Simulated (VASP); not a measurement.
Consider the following.

```xyz
4
Lattice="0.0000 1.9116 1.9116 1.9116 0.0000 1.9116 7.6355 7.6355 0.0107" Properties=species:S:1:pos:R:3 pbc="T T T"
Rh     1.9396     1.9396     3.7950
Rh     1.8808     1.8808     0.0308
Pd     3.7982     3.7982     0.0249
Pd     7.6578     7.6578     3.8116
```

Level of theory: PBEsol GGA, VASP's PBE PAW potentials (set 64) (plane waves; VASP). Run with 400 eV cut-off, Gaussian smearing of 0.050 eV, potentials Rh_pv Pd.

Question: Estimate the band gap (along the path) with the smallest direct gap where there is one.

Answer: 
The band gap (along the path) is none (metal, semimetal or under 0.01 eV).

The absolute energy has meaning only against runs of the same code, potentials and settings.

The structure was generated: Pd2Rh2 was put into an ordered model structure (R-3m), which need not be its known phase. It was relaxed first.
